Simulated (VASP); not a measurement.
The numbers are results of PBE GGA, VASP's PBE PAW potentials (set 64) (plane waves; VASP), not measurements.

The input files of a VASP run:

INCAR:
```
ISIF = 3   # ions, shape and volume
ENCUT = 620   # plane-wave cut-off (eV)
ALGO = Normal   # blocked Davidson
LWAVE = .False.
NELM = 100   # most electronic steps
EDIFFG = -0.02   # ionic stop
SYSTEM = La2O3
ISMEAR = 0
LASPH = .True.
NSW = 40   # most ionic steps
SIGMA = 0.05   # width (eV)
IBRION = 2
LCHARG = .False.
EDIFF = 1E-6
GGA = PE   # PBE
LREAL = .False.   # projection in real space or not
PREC = Accurate
LMAXMIX = 6   # l cut-off of mixed one-centre charges
```

POSCAR:
```
La2O3
1
    1.9697190509    -3.4116533820     0.0000000000
    1.9697190509     3.4116533820     0.0000000000
    0.0000000000     0.0000000000     6.1798729714
La O
2 3
Direct
  0.3333330000   0.6666670000   0.2471797555
  0.6666670000   0.3333330000   0.7528202445
  0.0000000000   0.0000000000   0.0000000000
  0.3333330000   0.6666670000   0.6458735674
  0.6666670000   0.3333330000   0.3541264326
```

**KPOINTS**
```
Automatic mesh
0
Gamma
7 7 4
0 0 0
```

POTCAR, in this order: La O (PBE.64 set). Program: vasp_std.

What VASP printed:

### OUTCAR
```
 ion  position               nearest neighbor table
   1  0.333  0.667  0.247-   5 2.37   5 2.37   5 2.37   4 2.46   3 2.74   3 2.74   3 2.74
   2  0.667  0.333  0.753-   4 2.37   4 2.37   4 2.37   5 2.46   3 2.74   3 2.74   3 2.74
   3  0.000  0.000  0.000-   1 2.74   2 2.74   2 2.74   1 2.74   2 2.74   1 2.74
   4  0.333  0.667  0.646-   2 2.37   2 2.37   2 2.37   1 2.46
   5  0.667  0.333  0.354-   1 2.37   1 2.37   1 2.37   2 2.46
  LATTYP: Found a hexagonal cell.
 ALAT       =     3.9394380232
 C/A-ratio  =     1.5687194303
 Subroutine PRICEL returns:
 Original cell was already a primitive cell.
 Subroutine GETGRP returns: Found 12 space group operations
The static configuration has the point symmetry D_3d.
The dynamic configuration has the point symmetry D_3d.
 Subroutine INISYM returns: Found 12 space group operations
 Subroutine IBZKPT returns following result:
 Found     28 irreducible k-points:

 Following reciprocal coordinates:
            Coordinates               Weight
  0.000000  0.000000  0.000000      1.000000
  0.142857 -0.000000  0.000000      6.000000
  0.285714  0.000000  0.000000      6.000000
  0.428571  0.000000  0.000000      6.000000
  0.142857  0.142857  0.000000      6.000000
  0.285714  0.142857  0.000000     12.000000
  0.428571  0.142857  0.000000      6.000000
  0.285714  0.285714  0.000000      6.000000
  0.000000  0.000000  0.250000      2.000000
  0.142857 -0.000000  0.250000      6.000000
 -0.000000  0.142857  0.250000      6.000000
  0.285714  0.000000  0.250000      6.000000
  0.000000  0.285714  0.250000      6.000000
  0.428571  0.000000  0.250000      6.000000
  0.000000  0.428571  0.250000      6.000000
  0.142857  0.142857  0.250000     12.000000
  0.285714  0.142857  0.250000     12.000000
 -0.142857  0.428571  0.250000     12.000000
  0.428571  0.142857  0.250000     12.000000
  0.285714  0.285714  0.250000     12.000000
...
```

File OSZICAR:
```
       N       E                     dE             d eps       ncg     rms          rms(c)
DAV:   1     0.499937508625E+03    0.49994E+03   -0.17690E+04  1344   0.294E+03
DAV:   2     0.115786953007E+03   -0.38415E+03   -0.37868E+03  1888   0.420E+02
DAV:   3    -0.247534166323E+02   -0.14054E+03   -0.13820E+03  2472   0.240E+02
DAV:   4    -0.463060223791E+02   -0.21553E+02   -0.21539E+02  2336   0.103E+02
DAV:   5    -0.475423903059E+02   -0.12364E+01   -0.12359E+01  2456   0.296E+01    0.149E+01
DAV:   6    -0.419009843145E+02    0.56414E+01   -0.52259E+01  2072   0.439E+01    0.767E+00
DAV:   7    -0.418367680966E+02    0.64216E-01   -0.57347E+00  2528   0.255E+01    0.352E+00
DAV:   8    -0.418300323379E+02    0.67358E-02   -0.48982E-01  2392   0.629E+00    0.134E+00
DAV:   9    -0.418313877936E+02   -0.13555E-02   -0.71537E-02  2360   0.245E+00    0.395E-01
DAV:  10    -0.418339772678E+02   -0.25895E-02   -0.40520E-02  2296   0.141E+00    0.211E-01
DAV:  11    -0.418347772590E+02   -0.79999E-03   -0.15258E-02  2328   0.935E-01    0.148E-01
DAV:  12    -0.418348953741E+02   -0.11812E-03   -0.30188E-03  2208   0.422E-01    0.575E-02
DAV:  13    -0.418349328456E+02   -0.37471E-04   -0.11324E-03  2320   0.238E-01    0.215E-02
DAV:  14    -0.418349405390E+02   -0.76934E-05   -0.11380E-04  2360   0.969E-02    0.394E-03
DAV:  15    -0.418349409149E+02   -0.37594E-06   -0.93471E-06  2048   0.298E-02
   1 F= -.41834941E+02 E0= -.41834941E+02  d E =-.418349E+02
       N       E                     dE             d eps       ncg     rms          rms(c)
DAV:   1    -0.418383567852E+02   -0.34162E-02   -0.11544E-01  1992   0.298E+00    0.408E-01
DAV:   2    -0.418355083738E+02    0.28484E-02   -0.16565E-02  2288   0.104E+00    0.123E-01
DAV:   3    -0.418350220731E+02    0.48630E-03   -0.19779E-03  2264   0.565E-01    0.531E-02
DAV:   4    -0.418349406751E+02    0.81398E-04   -0.57218E-04  2368   0.256E-01    0.132E-02
DAV:   5    -0.418349473752E+02   -0.67001E-05   -0.54614E-05  2464   0.684E-02    0.938E-03
DAV:   6    -0.418349526801E+02   -0.53049E-05   -0.90496E-06  2168   0.314E-02    0.521E-03
DAV:   7    -0.418349558981E+02   -0.32180E-05   -0.54280E-06  1344   0.272E-02    0.287E-03
DAV:   8    -0.418349557185E+02    0.17956E-06   -0.39001E-06  1560   0.282E-02
   2 F= -.41834956E+02 E0= -.41834956E+02  d E =-.148036E-04
       N       E                     dE             d eps       ncg     rms          rms(c)
DAV:   1    -0.418359220450E+02   -0.96615E-03   -0.28452E-02  1984   0.147E+00    0.201E-01
DAV:   2    -0.418352347647E+02    0.68728E-03   -0.40798E-03  2336   0.513E-01    0.617E-02
DAV:   3    -0.418351109387E+02    0.12383E-03   -0.48021E-04  2280   0.273E-01    0.269E-02
DAV:   4    -0.418350895749E+02    0.21364E-04   -0.13925E-04  2376   0.123E-01    0.638E-03
DAV:   5    -0.418350891156E+02    0.45938E-06   -0.13351E-05  2400   0.331E-02    0.458E-03
DAV:   6    -0.418350877396E+02    0.13760E-05   -0.11756E-06  1344   0.151E-02    0.197E-03
DAV:   7    -0.418350865633E+02    0.11763E-05   -0.84848E-07  1344   0.155E-02    0.872E-04
DAV:   8    -0.418350867208E+02   -0.15746E-06   -0.31850E-07   952   0.123E-02
   3 F= -.41835087E+02 E0= -.41835087E+02  d E =-.145806E-03
```

**OUTCAR**
```
------------------------ aborting loop because EDIFF is reached ----------------------------------------
  FORCE on cell =-STRESS in cart. coord.  units (eV):
  Direction    XX          YY          ZZ          XY          YZ          ZX
  --------------------------------------------------------------------------------------
  Total        0.0071710      0.0071710     -0.0014329      0.0000000      0.0000000     -0.0000000
  in kB        0.1386030      0.1386030     -0.0276955      0.0000000      0.0000000     -0.0000000
  external PRESSURE =       0.0831701 kB  Pullay stress =       0.0000000 kB
  volume of cell :       82.89
      direct lattice vectors                 reciprocal lattice vectors
     1.968332131 -3.409251166 -0.000000000     0.254022170 -0.146659772  0.000000000
     1.968332131  3.409251166 -0.000000000     0.254022170  0.146659772 -0.000000000
     0.000000000  0.000000000  6.176305120     0.000000000  0.000000000  0.161909099
 POSITION                                       TOTAL-FORCE (eV/Angst)
 -----------------------------------------------------------------------------------
      1.96833      1.13642      1.52686         0.000000      0.000000     -0.008353
      1.96833     -1.13642      4.64944         0.000000      0.000000      0.008353
      0.00000      0.00000      6.17631        -0.000000      0.000000      0.000000
      1.96833      1.13642      3.98869         0.000000      0.000000     -0.018127
      1.96833     -1.13642      2.18762        -0.000000     -0.000000      0.018127
 -----------------------------------------------------------------------------------
    total drift:                                0.000000     -0.000000      0.000000
  FREE ENERGIE OF THE ION-ELECTRON SYSTEM (eV)
  ---------------------------------------------------
  free  energy   TOTEN  =       -41.8350867208 eV

  energy  without entropy=      -41.8350867208  energy(sigma->0) =      -41.83508672

 reached required accuracy - stopping structural energy minimisation
```
(Selected blocks of OUTCAR.)

### CONTCAR
```
La2O3
   1.00000000000000
     1.9683321309224115   -3.4092511663245766   -0.0000000000000000
     1.9683321309224115    3.4092511663245766   -0.0000000000000000
     0.0000000000000000    0.0000000000000000    6.1763051202707926
  La              O
     2     3
Direct
     0.3333330000000032    0.6666669999999968    0.2472130310706577
     0.6666669999999968    0.3333330000000032    0.7527869689293423
     0.0000000000000000    0.0000000000000000    1.0000000000000000
     0.3333330000000032    0.6666669999999968    0.6458045741058354
     0.6666669999999968    0.3333330000000032    0.3541954258941646
```

The compound is La2O3 in the a-type structure. This run relaxes it. Symmetry was kept, so distortions that lower it aren't found.
